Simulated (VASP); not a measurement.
A convergence study with VASP on Li2Se (antifluorite): one setting is varied, all else stays as given below, so the limit is that of these other settings.

```xyz
3
Lattice="0.0000 3.0000 3.0000 3.0000 0.0000 3.0000 3.0000 3.0000 0.0000" Properties=species:S:1:pos:R:3 pbc="T T T"
Li     1.5000     1.5000     1.5000
Li     4.5000     4.5000     4.5000
Se     0.0000     0.0000     0.0000
```

Level of theory: PBE GGA, VASP's PBE PAW potentials (set 64) (plane waves; VASP 6.6.1). The tightest run used: 700 eV cut-off, 15×15×15 Γ-centred mesh, tetrahedra with Blöchl corrections, potentials Li_sv Se.

Gaps are read on the run's mesh, which can miss a band edge.

```csv
setting,E (eV/atom),pressure (GPa),gap on the mesh (eV),irreducible k-points
3×3×3 mesh,-3.6860,0.34,3.381,4
4×4×4 mesh,-3.7066,0.07,2.968,8
5×5×5 mesh,-3.7098,0.02,3.231,10
```

Question: These are the cheaper rows. Estimate the results at 15×15×15 mesh, and how far the last row shown lies from them.

Answer: 
```json
[
 {"quantity": "E (eV/atom)", "tightest run": "-3.7105", "last row shown is off by": "0.0007"},
 {"quantity": "pressure (GPa)", "tightest run": "0.01", "last row shown is off by": "0.01"},
 {"quantity": "gap on the mesh (eV)", "tightest run": "3.002", "last row shown is off by": "0.229"}
]
```

Left out are rungs that failed or repeat a setting and relaxations that didn't move; long series are thinned to 24 rows.

The compound is Li2Se in the antifluorite structure. The cell was not relaxed at this level.
